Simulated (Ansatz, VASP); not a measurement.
# W16S (W(100)): VASP beside Ansatz, part 2 of 2

One calculation is typed for both programs; each brings its own data sets and cutoff. How far apart do they land? The structure shown is the end of the VASP relaxation below.

VASP 6.6.1 and Ansatz 0.2.0.

So far: The starting structure; VASP: relaxation, PBE.

## (3) Ansatz: single point, PBE

Level of this step: Ansatz beside VASP: Kohn-Sham DFT, plane waves, PBE (Ansatz).

Ansatz runs on its default PAW (the set named soft_2) files.

The same cell, functional, mesh and smearing now go to Ansatz, which takes its cutoff from its data sets.

The input, input.yaml:

```yaml
crystal:
  lattice:
    - [6.34412328, 0.0, 0.0]
    - [0.0, 6.34412328, 0.0]
    - [0.0, 0.0, 19.75809246]
  atoms:
    - { symbol: W, position: [0.25, 0.25, 0.3795913] }
    - { symbol: W, position: [0.75, 0.25, 0.3795913] }
    - { symbol: W, position: [0.25, 0.75, 0.3795913] }
    - { symbol: W, position: [0.75, 0.75, 0.3795913] }
    - { symbol: W, position: [0.0, 0.0, 0.45986377] }
    - { symbol: W, position: [0.5, 0.0, 0.45986377] }
    - { symbol: W, position: [0.0, 0.5, 0.45986377] }
    - { symbol: W, position: [0.5, 0.5, 0.45986377] }
    - { symbol: W, position: [0.25045518, 0.25045518, 0.54335812] }
    - { symbol: W, position: [0.74954482, 0.25045518, 0.54335812] }
    - { symbol: W, position: [0.25045518, 0.74954482, 0.54335812] }
    - { symbol: W, position: [0.74954482, 0.74954482, 0.54335812] }
    - { symbol: W, position: [0.0, 0.0, 0.62858273] }
    - { symbol: W, position: [0.5, 0.0, 0.61334952] }
    - { symbol: W, position: [0.0, 0.5, 0.61334952] }
    - { symbol: W, position: [0.5, 0.5, 0.60977332] }
    - { symbol: S, position: [0.0, 0.0, 0.73818837] }
hamiltonian:
  xc: pbe
  pseudopotentials: { kind: paw }
kpoints:
  mp_grid: { grid: [4, 4, 1] }
scf:
  occupations: { method: methfessel_paxton, width: 0.15 }
  n_extra_bands: 8
efield:
  axis: 3
  dipole_correction: true
  ramp_width: 0.04
output:
  forces: true
  eigenvalues: true
```

Launch:

```
> ansatz run input.yaml --threads 8 --pin off --max-ram 18432MiB --backend cpu --events-out ev --progress --plain --runs-dir out
```

Numbers of over 12 decimals in the logs are rounded to 6 here.

Output:

```text
scf.n_extra_bands = 8 over 115 filled bands (N_el = 230.0): the run solves 123 bands
Engine: ansatz 0.2.0, aarch64-unknown-linux-gnu
Pseudopotentials: kind: paw
Pseudopotential: W, paw, valence charge 14, recommended cutoff 420 eV (normal), W.paw.azcp
Pseudopotential: S, paw, valence charge 6, recommended cutoff 420 eV (normal), S.paw.azcp
Functional definition: PBE
  parameter kappa = 0.804
  parameter beta = 0.066725
  exchange = pbe_x(kappa = kappa, mu = beta*pi^2/3)
  correlation = pbe_c(beta = beta)
Crystal: 17 atoms, lattice volume = 795.222 Å³
Basis set: ecut = 420 eV, 15559 PW (Γ), exchange–correlation on 90×90×270 points (8 copies of the dense FFT grid, shifted against one another)
Bands: 123, of which v1, the nominal top of the filled ones, is band 115 counted from 1 (114 counted from 0)
Symmetry: 8 space group operations
Space group: P4mm (ITA 99), of the structure as read, at distance tolerance 9.3e-5 Å
k-points: 6 of 16
Non-local potential: W, projectors of the file, l = 0: 3, l = 1: 2, l = 2: 2, l = 3: 1
Non-local potential: S, projectors of the file, l = 0: 2, l = 1: 2, l = 2: 2
PAW form: soft (Blöchl's): semilocal exchange-correlation on the pseudo side does not see the compensation charge
PAW one-centre angular grid: W, 590 points (default); XC on 64 Gauss nodes
PAW one-centre angular grid: S, 110 points (default); XC on 64 Gauss nodes
Initial density: superposition of atomic densities (neutral atoms: chi_scale 0, normalization atom), corrected by the library's trained network
Initial wavefunctions: pseudopotential atomic-orbital guess
Functional: x = pbe(κ = 0.804, μ = 0.219515), c = pbe(β = 0.066725)
SCF iter   1: F=—  HF=-167040.698469 eV  |F-HF|=—  |Δ(HF+E_count)|=         —  Δρ=8.56e-3  dr2=5.96e0  ethr=1.77e-3  p=-0.155 e·Å  D=-3.52e-2 V/Å  ΔV_dip=0.70 eV  dr2_dipole=1.51e0  V_vac-E_F(+/−)=5.23/4.54 eV  ⟨swp⟩=8.7  Hψ=3732  notcnv=0
efield: sawtooth ramp at fractional position 0.0389 (placed from the atoms, in the widest stretch of the axis that holds none; the zero of the levels goes with the place), width 0.0400; the density the first Hamiltonian is built on has a dipole p = -0.155 e·Å; the dipole correction subtracts the counter field D = -3.52e-2 V/Å, which shifts the + side's vacuum level by +0.70 eV against the − side's; the planar-averaged density in the ramp window peaks in size at 1.1e-4 e/Å³
preconditioner: auto → LDOS  [metal: Δε(μ)=0.042 eV  Ē_g=3.451 eV  σ=0.150 eV  W_gap=0.24  n_scr=144 (ndim 8)  ℏωp=13.3 eV  f_vac=0.541  D(μ)=16.85/eV (n_scr^D=92)  β→1.0]
SCF iter   2: F=—  HF=-167040.500332 eV  |F-HF|=—  |Δ(HF+E_count)|=   1.98e-1  S|Δr|=    0.00e0  Δρ=4.90e-3  dr2=1.15e0  ethr=1.77e-3  p=-0.127 e·Å  D=-2.90e-2 V/Å  ΔV_dip=0.57 eV  dr2_dipole=6.66e-2  V_vac-E_F(+/−)=4.71/4.14 eV  ⟨swp⟩=3.0  Hψ=1158  notcnv=0  defer=2
SCF iter   3: F=—  HF=-167040.423742 eV  |F-HF|=—  |Δ(HF+E_count)|=   7.66e-2  S|Δr|=    0.00e0  Δρ=1.36e-3  dr2=8.74e-2  ethr=4.99e-4  p=-0.162 e·Å  D=-3.69e-2 V/Å  ΔV_dip=0.73 eV  dr2_dipole=9.47e-3  V_vac-E_F(+/−)=4.96/4.23 eV  ⟨swp⟩=2.0  Hψ=1077  notcnv=0  defer=2
SCF iter   4: F=—  HF=-167040.418824 eV  |F-HF|=—  |Δ(HF+E_count)|=   4.92e-3  S|Δr|=    0.00e0  Δρ=4.08e-4  dr2=4.40e-3  ethr=3.80e-5  p=-0.161 e·Å  D=-3.66e-2 V/Å  ΔV_dip=0.72 eV  dr2_dipole=4.41e-4  V_vac-E_F(+/−)=4.91/4.19 eV  ⟨swp⟩=2.0  Hψ=1074  notcnv=0  defer=1
SCF iter   5: F=—  HF=-167040.418695 eV  |F-HF|=—  |Δ(HF+E_count)|=   1.28e-4  S|Δr|=    0.00e0  Δρ=1.48e-4  dr2=3.64e-4  ethr=1.91e-6  p=-0.164 e·Å  D=-3.73e-2 V/Å  ΔV_dip=0.74 eV  dr2_dipole=3.62e-5  V_vac-E_F(+/−)=4.91/4.18 eV  ⟨swp⟩=2.8  Hψ=1162  notcnv=0  defer=1
SCF iter   6: F=—  HF=-167040.418775 eV  |F-HF|=—  |Δ(HF+E_count)|=   7.95e-5  S|Δr|=    0.00e0  Δρ=4.87e-5  dr2=3.44e-5  ethr=1.58e-7  p=-0.164 e·Å  D=-3.73e-2 V/Å  ΔV_dip=0.74 eV  dr2_dipole=2.75e-7  V_vac-E_F(+/−)=4.91/4.17 eV  ⟨swp⟩=2.3  Hψ=1069  notcnv=0  defer=1
SCF iter   7: F=—  HF=-167040.418745 eV  |F-HF|=—  |Δ(HF+E_count)|=   2.99e-5  S|Δr|=    0.00e0  Δρ=2.06e-5  dr2=1.08e-5  ethr=1.50e-8  p=-0.163 e·Å  D=-3.72e-2 V/Å  ΔV_dip=0.73 eV  dr2_dipole=1.91e-10  V_vac-E_F(+/−)=4.91/4.17 eV  ⟨swp⟩=2.8  Hψ=1492  notcnv=0  defer=1
SCF iter   8: F=—  HF=-167040.418746 eV  |F-HF|=—  |Δ(HF+E_count)|=   1.17e-6  S|Δr|=    0.00e0  Δρ=6.85e-6  dr2=6.84e-7  ethr=4.69e-9  p=-0.163 e·Å  D=-3.71e-2 V/Å  ΔV_dip=0.73 eV  dr2_dipole=2.83e-8  V_vac-E_F(+/−)=4.91/4.17 eV  ⟨swp⟩=2.2  Hψ=1050  notcnv=0  defer=1
SCF iter   9: F=—  HF=-167040.418747 eV  |F-HF|=—  |Δ(HF+E_count)|=   2.26e-7  S|Δr|=    0.00e0  Δρ=3.08e-6  dr2=2.06e-7  ethr=4.35e-11  p=-0.163 e·Å  D=-3.71e-2 V/Å  ΔV_dip=0.73 eV  dr2_dipole=1.08e-8  V_vac-E_F(+/−)=4.91/4.17 eV  ⟨swp⟩=11.3  Hψ=3699  notcnv=0
SCF iter  10: F=-167040.418747 eV  HF=-167040.418747 eV  |F-HF|=3.64e-9  |Δ(HF+E_count)|=   1.01e-7  S|Δr|=    0.00e0  Δρ=8.46e-7  dr2=1.26e-8  ethr=4.35e-11  p=-0.163 e·Å  D=-3.71e-2 V/Å  ΔV_dip=0.73 eV  dr2_dipole=7.97e-11  V_vac-E_F(+/−)=4.91/4.17 eV  ⟨swp⟩=5.0  Hψ=2730  notcnv=0
WARN: efield: at this solve's end the planar-averaged density reaches 1.77e-5 e/Å³ inside the ramp window [0.9883, 0.1295] (bound 1e-5 e/Å³); the window's nearer edge stands 4.94 Å from this solve's nearest atom along the axis. Its work functions, free energy, forces, stress, dipole, levels and responses can be off, and this figure does not tell by how much. A short vacuum, a low `basis.ecutwfc` or `basis.ecutrho_ratio` and negative occupations (`scf.occupations.method`) can put density there. See the manual's quickstart, § The vacuum guard
SCF 1 converged in 10 iterations: F = -167040.418747 eV  dr2 = 1.26e-8
  greatest PAW one-centre occupation: 1.000 electrons in one spin orbital (limit 2), on the W atom at site 12 (counted from 0), in its partial waves of l = 0
SCF converged after 10 iterations
Stability not checked: this state was not tested for a lower state beside it, because cold or Methfessel-Paxton smearing, or corrected tetrahedra, fill the levels in a way that the test cannot read (fill_not_monotonic; see scf.lower_state_search)
Free energy (F): -167040.418747 eV
Harris-Foulkes:  -167040.418747 eV  (|F-HF|=3.64e-9)
Internal energy: -167040.415400 eV  (E = F + TS)
E sigma→0 (E₀):  -167040.417910 eV
Entropy (-TS):   -0.003347 eV (-0.197 meV/atom)
Fermi energy:    4.429144 eV
Step filling:    the computed levels leave a gap of 0.0080 eV = 0.1 smearing widths at the electron count; against every level under it full and every level over it empty, smearing changes F+E_penalty+E_count by -7.356 meV and its σ→0 estimate by -6.520 meV
Dipole field:    D = -0.037090 V/Å  (p = -0.162999 e·Å, saw-weighted, corrected)
Work function:   Φ+ = 4.9069 eV   Φ− = 4.1740 eV
Levels:          The Fermi level and band energies are counted from a zero that moves with the ramp; work functions are not
Vacuum region:   at the solve's end the planar-averaged density reaches 1.77e-5 e/Å³ inside the ramp window [0.9883, 0.1295] (bound 1e-5 e/Å³)
--- Per-component energies (eV) ---
  E_band       = -5272.983592
  E_kinetic    = 7258.862656
  E_local      = -184224.219063  (includes V_loc(G=0)·N_el)
  E_nonlocal   = 57.610052
  E_hartree    = 88758.508910
  E_xc         = -4337.671967
  E_vxc        = -3867.672844  (∫ρ·V_xc dr)
  E_paw        = -137601.809756  (= ΣΔE_a)
  E_vpaw       = -2005.651707  (= ΣTr[D̂ρ^β])
  E_aug_tail   = -0.000949  (compensation charges beyond the density's cutoff)
  E_efield     = 0.003023  (sawtooth field / dipole correction)
  E_vefield    = -8.910475  (∫n·V_field dr)
  E_ewald      = 63048.301695
  E_smearing   = -0.003347  (= −TS)
  E_closure    = 0.000000  (closes the sum)
  Σ components = -167040.418747   (vs F -167040.418747, Δ=0.00e0)
--- Forces (eV/Å), atoms counted from 1 ---
  atom   1  W      0.04376783     0.04376783     1.87955576
  atom   2  W     -0.04376783     0.04376783     1.87955576
  atom   3  W      0.04376783    -0.04376783     1.87955576
  atom   4  W     -0.04376783    -0.04376783     1.87955576
  atom   5  W     -0.00000000     0.00000000    -1.44487467
  atom   6  W     -0.00000000     0.00000000    -2.07525696
  atom   7  W     -0.00000000     0.00000000    -2.07525696
  atom   8  W     -0.00000000     0.00000000    -2.66854488
  atom   9  W     -0.06520886    -0.06520886    -0.13639255
  atom  10  W      0.06520886    -0.06520886    -0.13639255
  atom  11  W     -0.06520886     0.06520886    -0.13639255
  atom  12  W      0.06520886     0.06520886    -0.13639255
  atom  13  W      0.00000000     0.00000000     0.20589396
  atom  14  W      0.00000000     0.00000000     0.36920702
  atom  15  W      0.00000000     0.00000000     0.36920702
  atom  16  W      0.00000000    -0.00000000     0.36229972
  atom  17  S     -0.00000000     0.00000000    -0.01523644
  max |Σ_I F_I| component: 9.06e-5 eV/Å
--- Band table (eV; the first three rows and the last of 6) ---
  k-point 0: bands = [... 111 lower, 4.1569, 4.2142, 4.6561, 4.6561, 4.6883, 4.7489, 5.2057, 5.2880, ... 4 higher]
  k-point 1: bands = [... 111 lower, 4.3007, 4.3098, 4.4245, 4.5326, 4.5404, 4.6309, 4.8506, 4.9782, ... 4 higher]
  k-point 2: bands = [... 111 lower, 4.2134, 4.2748, 4.2851, 4.3540, 4.4364, 4.4690, 5.0054, 5.1909, ... 4 higher]
  k-point 5: bands = [... 111 lower, 3.8442, 3.9254, 4.3252, 4.3812, 4.3812, 4.3957, 4.4325, 4.8030, ... 4 higher]
```

Wall time 16 s (8 threads of Arm Neoverse N1, shared host); peak memory 2.5 GiB.

## (4) Side by side

Known differences besides the potentials themselves: the data sets hold 230 valence electrons in Ansatz (default PAW (the set named soft_2) files) and 102 in VASP; the cutoff is 420 eV in Ansatz and 320 eV in VASP (PREC = Normal, projectors in real space). Total energies have different zeros and are not compared.

Forces on 10 of the 17 atoms, those with the largest forces and the largest differences (eV/Å; atoms numbered as in POSCAR):

```tsv
atom	Ansatz x, y, z	VASP x, y, z
W1	0.044, 0.044, 1.880	0.042, 0.042, 2.120
W2	-0.044, 0.044, 1.880	-0.042, 0.042, 2.120
W3	0.044, -0.044, 1.880	0.042, -0.042, 2.120
W4	-0.044, -0.044, 1.880	-0.042, -0.042, 2.120
W6	0.000, 0.000, -2.075	0.000, 0.000, -2.147
W7	0.000, 0.000, -2.075	0.000, 0.000, -2.147
W8	0.000, 0.000, -2.669	0.000, 0.000, -2.726
W14	0.000, 0.000, 0.369	0.000, 0.000, 0.029
W15	0.000, 0.000, 0.369	0.000, 0.000, 0.029
W16	0.000, 0.000, 0.362	0.000, 0.000, -0.009
```

The forces differ by 123 meV/Å r.m.s., which is 14.5 % of the r.m.s. force of 0.85 eV/Å (both taken over all components, held atoms included). VASP's last cycles still show a density residual of 3e-03, so its state may not be settled.

## (5) Further runs

Further runs change the set-up of one program: Ansatz's method, potentials or start, or VASP's data sets, cutoff or form of LDA. The table gives Ansatz less VASP for each quantity, since a change that brings one quantity closer may part another.

```tsv
run	r.m.s. force difference (meV/Å)
as above	123
norm-conserving potentials (cutoff 1007 eV)	127
```

## (6) Outcome

* r.m.s. force difference (single point, PBE): 14 % of the r.m.s. force

What this shows: The r.m.s. force difference is 14 % of the r.m.s. force (single point, PBE), beyond the 3 % picked in this series as the mark of a large difference. For single point, PBE, no further run moves any of the tabulated differences by more than a quarter of its size. 1 further run of this series is not shown here. How closely two codes agree says nothing of how well the functional describes the real material.

[Lines on the potential files, build, host, timing and source positions are cut from VASP's logs without a mark.]

[Logs are printed without paths, hosts, clocks, repeated set-up lines and the standing remarks that a program may print on its own settings, such as how far it seeks lower states.]

[Hosts, paths, dates, database ids (printed as entryN), source tags and the programs' standing remarks are cut or masked in the printed files.]
